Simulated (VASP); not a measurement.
# Shielding tensors and field gradients of LiHS, part 4 of 6

What are the shielding tensors of LiHS? The cell has space group Ama2. The start is a cell from a database of measured crystal structures.

VASP 6.6.1, plane waves and PAW; the level of theory is named at each step.

So far. Step 2 (Ground state): The cell has a gap of 3.22 eV on this mesh. Forces of up to 0.36 eV/Å remain in these settings, with PBE data sets under LDA.

## (4) Coarser mesh

Level of this step: chemical shifts by linear response (GIPAW), LDA; plane waves and PAW (S, Li_sv, H) (VASP).

A coarser mesh shows what can be saved.

INCAR reads:

```
SYSTEM = LiHS
PREC = Accurate
ENCUT = 700
EDIFF = 1E-09
NELM = 100
ISMEAR = 0
SIGMA = 0.01
LREAL = .FALSE.
ALGO = Normal
GGA = CA
NBANDS = 16
LWAVE = .FALSE.
LCHARG = .FALSE.
LCHIMAG = .TRUE.
LEFG = .TRUE.
DQ = 0.001
ICHIBARE = 1
LNMR_SYM_RED = .TRUE.
```

POSCAR reads:

```
LiHS
1.0
    6.1568700000      0.0000000000      0.0000000000
    0.0000000000      2.8092050000      2.7573900000
    0.0000000000     -2.8092050000      2.7573900000
S Li H
2 2 2
Direct
    0.7500000000      0.9987600000      0.4753400000
    0.2500000000      0.4753400000      0.9987600000
    0.5000000000      0.5016600000      0.5016600000
    0.0000000000      0.5016600000      0.5016600000
    0.2500000000      0.1330900000      0.9834900000
    0.7500000000      0.9834900000      0.1330900000
```

KPOINTS reads:

```
Automatic mesh
0
Gamma
1 2 2
0 0 0
```

The projector-augmented-wave data sets are S, Li_sv and H (LDA family, release 64).

The run is started by

```console
$ mpirun -np 2 vasp_std
```

What it wrote:

```text
[banner, memory and clock lines left out]
running    2 mpi-ranks, on    1 nodes
 distrk:  each k-point on    2 cores,    1 groups
 distr:  one band on    1 cores,    2 groups

 POSCAR found type information on POSCAR S LiH
 POSCAR found :  3 types and       6 ions
 LDA part: xc-table for (Slater(with rela. corr.)+CA(PZ))
 , standard interpolation
 POSCAR, INCAR and KPOINTS ok, starting setup
 FFT: planning ... GRIDC
 FFT: planning ... GRID_SOFT
 FFT: planning ... GRID
 WAVECAR not read
 entering main loop
       N       E                     dE             d eps       ncg     rms          rms(c)
DAV:   1     0.122107812458E+03    0.12211E+03   -0.98516E+03    96   0.140E+03
DAV:   2    -0.999917819354E+01   -0.13211E+03   -0.12566E+03   112   0.281E+02
DAV:   3    -0.249237633736E+02   -0.14925E+02   -0.14868E+02   192   0.746E+01
DAV:   4    -0.255958545950E+02   -0.67209E+00   -0.67159E+00   144   0.168E+01
DAV:   5    -0.256396127019E+02   -0.43758E-01   -0.43752E-01   160   0.304E+00    0.102E+01
DAV:   6    -0.247611336399E+02    0.87848E+00   -0.13177E+00   104   0.499E+00    0.627E+00
DAV:   7    -0.245761286611E+02    0.18500E+00   -0.67693E-01   144   0.361E+00    0.228E+00
DAV:   8    -0.245660871418E+02    0.10042E-01   -0.85648E-02   136   0.166E+00    0.494E-01
DAV:   9    -0.245655590490E+02    0.52809E-03   -0.30674E-03   144   0.354E-01    0.195E-01
DAV:  10    -0.245657490724E+02   -0.19002E-03   -0.74190E-04   128   0.164E-01    0.254E-02
DAV:  11    -0.245657552497E+02   -0.61773E-05   -0.13889E-04   160   0.755E-02    0.501E-02
DAV:  12    -0.245657551750E+02    0.74666E-07   -0.56088E-06   128   0.158E-02    0.295E-02
DAV:  13    -0.245657602040E+02   -0.50290E-05   -0.34043E-06   128   0.105E-02    0.898E-03
DAV:  14    -0.245657602324E+02   -0.28388E-07   -0.30984E-07   144   0.368E-03    0.138E-03
DAV:  15    -0.245657602425E+02   -0.10087E-07   -0.65019E-08   128   0.167E-03    0.715E-04
DAV:  16    -0.245657602449E+02   -0.24337E-08   -0.58510E-09   128   0.482E-04    0.523E-04
DAV:  17    -0.245657602447E+02    0.23454E-09   -0.53438E-10    96   0.155E-04
ion   1
     0.0000000     0.0000000     5.5100618    -1.9880915     0.0000000     2.5507877
     0.0000369     0.0000000     5.5100618    -1.9880915     0.0000000     2.5507877
     0.0000508     0.0000000     5.5100618    -1.9880915     0.0000000     2.5507877
     0.0000700     0.0000000     5.5100617    -1.9880915     0.0000000     2.5507877
     0.0000964     0.0000000     5.5100616    -1.9880915     0.0000000     2.5507876

     0.0000000     0.0000000   107.6229062   -40.5906819     0.0000000    52.9267016
     0.0000369     0.0000000   107.6225951   -40.5905641     0.0000000    52.9265478
     0.0000508     0.0000000   107.6224060   -40.5904926     0.0000000    52.9264544
     0.0000700     0.0000000   107.6220918   -40.5903737     0.0000000    52.9262992
     0.0000964     0.0000000   107.6215738   -40.5901776     0.0000000    52.9260433

ion   2
     0.0000000    -0.0000000    -5.5100618    -1.9880915    -0.0000000     2.5507877
     0.0000369    -0.0000000    -5.5100618    -1.9880915    -0.0000000     2.5507877
     0.0000508    -0.0000000    -5.5100618    -1.9880915    -0.0000000     2.5507877
     0.0000700    -0.0000000    -5.5100617    -1.9880915    -0.0000000     2.5507877
     0.0000964    -0.0000000    -5.5100616    -1.9880915    -0.0000000     2.5507876

     0.0000000    -0.0000000  -107.6229062   -40.5906819    -0.0000000    52.9267016
     0.0000369    -0.0000000  -107.6225951   -40.5905641    -0.0000000    52.9265478
     0.0000508    -0.0000000  -107.6224060   -40.5904926    -0.0000000    52.9264544
     0.0000700    -0.0000000  -107.6220918   -40.5903737    -0.0000000    52.9262992
     0.0000964    -0.0000000  -107.6215738   -40.5901776    -0.0000000    52.9260433

ion   3
     0.0000000     0.0956786     0.0000000    -0.0130203     0.0000000    -0.0144177
     0.0000222     0.0956786     0.0000000    -0.0130203     0.0000000    -0.0144177
     0.0000306     0.0956786     0.0000000    -0.0130203     0.0000000    -0.0144177
     0.0000422     0.0956786     0.0000000    -0.0130203     0.0000000    -0.0144177
     0.0000581     0.0956786     0.0000000    -0.0130203     0.0000000    -0.0144177

     0.0000000     0.1071363     0.0000000    -0.0145796     0.0000000    -0.0161443
     0.0000222     0.1071363     0.0000000    -0.0145796     0.0000000    -0.0161443
     0.0000306     0.1071363     0.0000000    -0.0145796     0.0000000    -0.0161443
     0.0000422     0.1071363     0.0000000    -0.0145796     0.0000000    -0.0161443
     0.0000581     0.1071363     0.0000000    -0.0145796     0.0000000    -0.0161443

ion   4
     0.0000000    -0.0956786     0.0000000    -0.0130203     0.0000000    -0.0144177
     0.0000222    -0.0956786     0.0000000    -0.0130203     0.0000000    -0.0144177
     0.0000306    -0.0956786     0.0000000    -0.0130203     0.0000000    -0.0144177
     0.0000422    -0.0956786     0.0000000    -0.0130203     0.0000000    -0.0144177
     0.0000581    -0.0956786     0.0000000    -0.0130203     0.0000000    -0.0144177

     0.0000000    -0.1071363     0.0000000    -0.0145796     0.0000000    -0.0161443
     0.0000222    -0.1071363     0.0000000    -0.0145796     0.0000000    -0.0161443
     0.0000306    -0.1071363     0.0000000    -0.0145796     0.0000000    -0.0161443
     0.0000422    -0.1071363     0.0000000    -0.0145796     0.0000000    -0.0161443
     0.0000581    -0.1071363     0.0000000    -0.0145796     0.0000000    -0.0161443

ion   5
     0.0000000     0.0000000     2.5142871     0.8618252    -0.0000000    -1.1422571
     0.0000116     0.0000000     2.5142871     0.8618252    -0.0000000    -1.1422571
     0.0000158     0.0000000     2.5142871     0.8618252    -0.0000000    -1.1422571
     0.0000215     0.0000000     2.5142871     0.8618252    -0.0000000    -1.1422571
     0.0000293     0.0000000     2.5142871     0.8618252    -0.0000000    -1.1422571

     0.0000000     0.0000000     2.6268386     0.9004046    -0.0000000    -1.1933900
     0.0000116     0.0000000     2.6268386     0.9004046    -0.0000000    -1.1933900
     0.0000158     0.0000000     2.6268386     0.9004046    -0.0000000    -1.1933900
     0.0000215     0.0000000     2.6268386     0.9004046    -0.0000000    -1.1933900
     0.0000293     0.0000000     2.6268386     0.9004046    -0.0000000    -1.1933900

ion   6
     0.0000000     0.0000000    -2.5142871     0.8618252    -0.0000000    -1.1422571
     0.0000116     0.0000000    -2.5142871     0.8618252    -0.0000000    -1.1422571
     0.0000158     0.0000000    -2.5142871     0.8618252    -0.0000000    -1.1422571
[...]
RLQ:   5    -0.625772921768E-01   -0.18956E-06   -0.72203E-07   164   0.194E-03
RLQ:   6    -0.625773039073E-01   -0.11731E-07   -0.25689E-08   121   0.432E-04
RLQ:   7    -0.625773045348E-01   -0.62743E-09   -0.24971E-09    91   0.132E-04
BDIR= 3  IDIR= 1  IQ= -1
DAV:   1    -0.484397925956E+03   -0.48440E+03   -0.20268E-02   120   0.786E-01
DAV:   2    -0.484398018160E+03   -0.92204E-04   -0.92204E-04   128   0.203E-01
DAV:   3    -0.484398019440E+03   -0.12799E-05   -0.12797E-05   152   0.242E-02
DAV:   4    -0.484398019449E+03   -0.86854E-08   -0.88241E-08   128   0.221E-03
DAV:   5    -0.484398019449E+03   -0.18679E-09   -0.33247E-09   136   0.362E-04
       N       E                     dE             d eps       ncg     rms
RMM:   1    -0.744953480114E+02   -0.74495E+02   -0.38012E+02   155   0.837E+01
RMM:   2    -0.776610205340E+02   -0.31657E+01   -0.62952E+00   189   0.147E+01
RMM:   3    -0.777944010978E+02   -0.13338E+00   -0.55887E-01   195   0.473E+00
RMM:   4    -0.778062319203E+02   -0.11831E-01   -0.94372E-02   202   0.186E+00
RMM:   5    -0.778068445872E+02   -0.61267E-03   -0.11264E-03   204   0.221E-01
RMM:   6    -0.778068568712E+02   -0.12284E-04   -0.72350E-05   201   0.439E-02
RMM:   7    -0.778068576035E+02   -0.73233E-06   -0.23789E-06   211   0.825E-03
RMM:   8    -0.778068576395E+02   -0.35965E-07   -0.15396E-07   196   0.195E-03
RMM:   9    -0.778068576417E+02   -0.22714E-08   -0.11753E-08   185   0.516E-04
RMM:  10    -0.778068576419E+02   -0.19536E-09   -0.42730E-10   135   0.106E-04
BDIR= 3  IDIR= 1  IQ=  0
DAV:   1    -0.484397951084E+03   -0.48440E+03   -0.27789E-10    96   0.117E-04
DAV:   2    -0.484397951084E+03    0.71509E-10   -0.63518E-11    96   0.587E-05
       N       E                     dE             d eps       ncg     rms
RMM:   1    -0.744963467790E+02   -0.74496E+02   -0.38013E+02   155   0.837E+01
RMM:   2    -0.776621149257E+02   -0.31658E+01   -0.62952E+00   189   0.147E+01
RMM:   3    -0.777954714650E+02   -0.13336E+00   -0.55880E-01   191   0.473E+00
RMM:   4    -0.778072975343E+02   -0.11826E-01   -0.94358E-02   199   0.186E+00
RMM:   5    -0.778079096912E+02   -0.61216E-03   -0.11243E-03   198   0.220E-01
RMM:   6    -0.778079219047E+02   -0.12213E-04   -0.72109E-05   195   0.435E-02
RMM:   7    -0.778079226264E+02   -0.72170E-06   -0.23216E-06   203   0.804E-03
RMM:   8    -0.778079226618E+02   -0.35483E-07   -0.15178E-07   190   0.192E-03
RMM:   9    -0.778079226641E+02   -0.22214E-08   -0.11304E-08   162   0.499E-04
RMM:  10    -0.778079226642E+02   -0.17485E-09   -0.23865E-10   128   0.100E-04
BDIR= 3  IDIR= 1  IQ=  1
DAV:   1    -0.484397925996E+03   -0.48440E+03   -0.20269E-02   120   0.786E-01
DAV:   2    -0.484398018131E+03   -0.92135E-04   -0.92135E-04   120   0.203E-01
DAV:   3    -0.484398019440E+03   -0.13092E-05   -0.13093E-05   152   0.247E-02
DAV:   4    -0.484398019449E+03   -0.90080E-08   -0.88855E-08   136   0.224E-03
DAV:   5    -0.484398019449E+03   -0.11039E-09   -0.33229E-09   136   0.362E-04
       N       E                     dE             d eps       ncg     rms
RMM:   1    -0.744953480095E+02   -0.74495E+02   -0.38012E+02   155   0.837E+01
RMM:   2    -0.776610205320E+02   -0.31657E+01   -0.62952E+00   189   0.147E+01
RMM:   3    -0.777944010955E+02   -0.13338E+00   -0.55887E-01   195   0.473E+00
RMM:   4    -0.778062319180E+02   -0.11831E-01   -0.94372E-02   202   0.186E+00
RMM:   5    -0.778068445850E+02   -0.61267E-03   -0.11264E-03   204   0.221E-01
RMM:   6    -0.778068568689E+02   -0.12284E-04   -0.72350E-05   201   0.439E-02
RMM:   7    -0.778068576012E+02   -0.73233E-06   -0.23789E-06   211   0.825E-03
RMM:   8    -0.778068576372E+02   -0.35964E-07   -0.15392E-07   196   0.195E-03
RMM:   9    -0.778068576394E+02   -0.22761E-08   -0.11779E-08   185   0.516E-04
RMM:  10    -0.778068576396E+02   -0.19544E-09   -0.47633E-10   135   0.106E-04
BDIR= 3  IDIR= 2  IQ= -1
DAV:   1    -0.484398191122E+03   -0.48440E+03   -0.19657E-02   128   0.772E-01
DAV:   2    -0.484398289708E+03   -0.98586E-04   -0.98586E-04   104   0.214E-01
DAV:   3    -0.484398291149E+03   -0.14419E-05   -0.14420E-05   160   0.269E-02
DAV:   4    -0.484398291160E+03   -0.10394E-07   -0.10321E-07   128   0.227E-03
DAV:   5    -0.484398291160E+03   -0.43445E-09   -0.49225E-09   144   0.370E-04
       N       E                     dE             d eps       ncg     rms
RMM:   1    -0.674870374440E+02   -0.67487E+02   -0.32723E+02   162   0.827E+01
RMM:   2    -0.707575032444E+02   -0.32705E+01   -0.97306E+00   174   0.148E+01
RMM:   3    -0.709792662570E+02   -0.22176E+00   -0.59713E-01   178   0.467E+00
RMM:   4    -0.709958662085E+02   -0.16600E-01   -0.10505E-01   192   0.159E+00
RMM:   5    -0.709965987452E+02   -0.73254E-03   -0.15888E-03   187   0.233E-01
RMM:   6    -0.709966270731E+02   -0.28328E-04   -0.11956E-04   191   0.510E-02
RMM:   7    -0.709966287894E+02   -0.17163E-05   -0.38833E-06   194   0.992E-03
RMM:   8    -0.709966288703E+02   -0.80890E-07   -0.49480E-07   193   0.308E-03
RMM:   9    -0.709966288809E+02   -0.10622E-07   -0.46353E-08   160   0.684E-04
RMM:  10    -0.709966288816E+02   -0.69689E-09   -0.14442E-09   111   0.182E-04
BDIR= 3  IDIR= 2  IQ=  0
DAV:   1    -0.484397951084E+03   -0.48440E+03   -0.27307E-10    96   0.117E-04
DAV:   2    -0.484397951084E+03    0.30070E-10   -0.58743E-11    96   0.587E-05
       N       E                     dE             d eps       ncg     rms
RMM:   1    -0.674877788921E+02   -0.67488E+02   -0.32723E+02   162   0.827E+01
RMM:   2    -0.707584783421E+02   -0.32707E+01   -0.97320E+00   175   0.148E+01
RMM:   3    -0.709802867593E+02   -0.22181E+00   -0.59709E-01   178   0.467E+00
RMM:   4    -0.709968828269E+02   -0.16596E-01   -0.10504E-01   189   0.159E+00
RMM:   5    -0.709976140688E+02   -0.73124E-03   -0.15832E-03   183   0.231E-01
RMM:   6    -0.709976422363E+02   -0.28167E-04   -0.11907E-04   186   0.504E-02
RMM:   7    -0.709976439288E+02   -0.16925E-05   -0.37899E-06   187   0.968E-03
RMM:   8    -0.709976440083E+02   -0.79474E-07   -0.49350E-07   176   0.304E-03
RMM:   9    -0.709976440189E+02   -0.10604E-07   -0.46176E-08   147   0.676E-04
RMM:  10    -0.709976440196E+02   -0.69321E-09   -0.14188E-09    99   0.179E-04
BDIR= 3  IDIR= 2  IQ=  1
DAV:   1    -0.484398191123E+03   -0.48440E+03   -0.19657E-02   128   0.772E-01
DAV:   2    -0.484398289562E+03   -0.98439E-04   -0.98439E-04    96   0.214E-01
DAV:   3    -0.484398291149E+03   -0.15872E-05   -0.15872E-05   160   0.284E-02
DAV:   4    -0.484398291160E+03   -0.10699E-07   -0.10492E-07   136   0.231E-03
DAV:   5    -0.484398291160E+03   -0.44906E-09   -0.49268E-09   144   0.370E-04
       N       E                     dE             d eps       ncg     rms
RMM:   1    -0.674870374471E+02   -0.67487E+02   -0.32723E+02   162   0.827E+01
RMM:   2    -0.707575032456E+02   -0.32705E+01   -0.97306E+00   174   0.148E+01
RMM:   3    -0.709792662579E+02   -0.22176E+00   -0.59713E-01   178   0.467E+00
RMM:   4    -0.709958662094E+02   -0.16600E-01   -0.10505E-01   192   0.159E+00
RMM:   5    -0.709965987460E+02   -0.73254E-03   -0.15888E-03   187   0.233E-01
RMM:   6    -0.709966270739E+02   -0.28328E-04   -0.11956E-04   191   0.510E-02
RMM:   7    -0.709966287902E+02   -0.17163E-05   -0.38833E-06   194   0.992E-03
RMM:   8    -0.709966288711E+02   -0.80891E-07   -0.49480E-07   193   0.308E-03
RMM:   9    -0.709966288817E+02   -0.10623E-07   -0.46318E-08   160   0.684E-04
RMM:  10    -0.709966288824E+02   -0.69434E-09   -0.14292E-09   111   0.182E-04
       N       E                     dE             d eps       ncg     rms
RLQ:   1    -0.592382287496E-01   -0.59238E-01   -0.11891E-01   166   0.105E+00
RLQ:   2    -0.620300014808E-01   -0.27918E-02   -0.86934E-03   181   0.231E-01
RLQ:   3    -0.621091707716E-01   -0.79169E-04   -0.20642E-04   172   0.399E-02
RLQ:   4    -0.621129203794E-01   -0.37496E-05   -0.80830E-06   181   0.860E-03
RLQ:   5    -0.621130747023E-01   -0.15432E-06   -0.63725E-07   164   0.188E-03
RLQ:   6    -0.621130856127E-01   -0.10910E-07   -0.32719E-08   127   0.461E-04
RLQ:   7    -0.621130863101E-01   -0.69744E-09   -0.26305E-09    97   0.132E-04
```

Wall time 2.4 min (2 MPI ranks of AMD EPYC 7R43, shared host); peak memory 0.29 GiB; 4.7 min of CPU time.

From OUTCAR (step 4):

```text
 Found      3 irreducible k-points:

   k-points           NKPTS =      3   k-points in BZ     NKDIM =      3   number of bands    NBANDS=     16

   NELECT =      20.0000    total number of electrons

  Total       -1.2633443      0.2106284      0.0803888      0.0000000      0.0000000      0.0000000
  in kB      -21.2207484      3.5379846      1.3503124      0.0000000      0.0000000      0.0000000
  external PRESSURE =      -5.4441505 kB  Pullay stress =       0.0000000 kB

 POSITION                                       TOTAL-FORCE (eV/Angst)
 -----------------------------------------------------------------------------------
      4.61765      1.47039      4.06467        -0.000000      0.101425     -0.070938
      1.53922     -1.47039      4.06467         0.000000     -0.101425     -0.070938
      3.07843      0.00000      2.76654        -0.000000     -0.000000     -0.018147
      0.00000      0.00000      2.76654        -0.000000     -0.000000     -0.018147
      1.53922     -2.38895      3.07885        -0.000000      0.064042      0.089085
      4.61765      2.38895      3.07885         0.000000     -0.064042      0.089085
 -----------------------------------------------------------------------------------
    total drift:                                0.000000     -0.000000      0.000189

 Electric field gradients after diagonalization (V/A^2)
 (convention: |V_zz| > |V_xx| > |V_yy|)
----------------------------------------------------------------------
 ion       V_xx      V_yy      V_zz     asymmetry (V_yy - V_xx)/ V_zz
----------------------------------------------------------------------
   1     -83.752   -76.895   160.647       0.043
   2     -83.752   -76.895   160.647       0.043
   3      -0.143    -0.103     0.246       0.163
   4      -0.143    -0.103     0.246       0.163
   5     -11.306   -10.767    22.073       0.024
   6     -11.306   -10.767    22.073       0.024
----------------------------------------------------------------------

  ORBITAL MAGNETIC SUSCEPTIBILITY, excluding core contribution
 -------------------------------------------------------------
  Approximate magnetic susceptibility, pGv (10^-6 cm^3/mole)
     1       -314.117300          0.000000          0.000000
     2          0.000000       -133.523578          0.000000
     3          0.000000          0.000000       -134.587343
 -------------------------------------------------------------
  Approximate magnetic susceptibility, vGv (10^-6 cm^3/mole)
     1       -276.756783          0.000000          0.000000
     2          0.000000       -116.665413          0.000000
     3          0.000000          0.000000       -117.193157

  BDIR labels direction of applied magnetic field (i.e. B0)
  For BDIR==1, B0 along x-axis, etc.
  Induced field listed along cartesian directions for each BDIR
 ------------------------------------------------------------------------------------------
                 EXCLUDING G=0 CONTRIBUTION              INCLUDING G=0 CONTRIBUTION
 ------------------------------------------------------------------------------------------
  ion  BDIR            X           Y           Z                X           Y           Z
          (   iso_shield        span        skew ) (   iso_shield        span        skew )
 ------------------------------------------------------------------------------------------
    1     1     479.3898      0.0000      0.0000         525.6756      0.0000      0.0000
          2       0.0000    271.8399    -70.3122           0.0000    291.7868    -70.3122
          3      -0.0000    -66.1338    234.3176          -0.0000    -66.1338    254.4197
          (     328.5158    297.0667      0.0473 ) (     357.2940    323.3075      0.1249 )

    2     1     479.3898      0.0000      0.0000         525.6756      0.0000      0.0000
          2       0.0000    271.8399     70.3122           0.0000    291.7868     70.3122
          3       0.0000     66.1338    234.3176           0.0000     66.1338    254.4197
          (     328.5158    297.0667      0.0473 ) (     357.2940    323.3075      0.1249 )

    3     1      77.9849      3.2172      0.0000         124.2708      3.2172      0.0000
          2       0.8544     75.7509      0.0000           0.8544     95.6978      0.0000
          3       0.0000      0.0000     75.5247           0.0000      0.0000     95.6267
          (      76.4202      4.6443      0.5784 ) (     105.1985     28.8616      0.9949 )

    4     1      77.9849     -3.2172      0.0000         124.2708     -3.2172      0.0000
          2      -0.8544     75.7509      0.0000          -0.8544     95.6978      0.0000
          3       0.0000      0.0000     75.5247           0.0000      0.0000     95.6267
          (      76.4202      4.6443      0.5784 ) (     105.1985     28.8616      0.9949 )

    5     1      21.0409     -0.0000      0.0000          67.3268     -0.0000      0.0000
          2       0.0000     26.7327      4.8085           0.0000     46.6796      4.8085
          3       0.0000      5.0481     27.2501           0.0000      5.0481     47.3522
          (      25.0079     10.8855      0.8134 ) (      53.7862     25.2506      0.2175 )

    6     1      21.0409      0.0000      0.0000          67.3268      0.0000      0.0000
          2       0.0000     26.7327     -4.8085           0.0000     46.6796     -4.8085
          3       0.0000     -5.0481     27.2501           0.0000     -5.0481     47.3522
          (      25.0079     10.8855      0.8134 ) (      53.7862     25.2506      0.2175 )
 ------------------------------------------------------------------------------------------

[... 8 parts as in an earlier step ...]

[... 2 further parts left out ...]
```

The run converged; its settings lie outside those of the reference runs, so its numbers serve the comparison alone.

Against the sound run on this cell (sound settings) the energy at zero smearing moves by +87.7 meV an atom and the pressure by +1.32 GPa.

Settings moved from the usual: the k mesh, now 1×2×2

(Continued in part 5 of 6.)

[Lines on the potential files, build, host, timing and source positions are cut from VASP's logs without a mark.]

[Logs are printed without paths, hosts, clocks, repeated set-up lines and the standing remarks that a program may print on its own settings, such as how far it seeks lower states.]

[Hosts, paths, dates, database ids (printed as entryN), source tags and the programs' standing remarks are cut or masked in the printed files.]
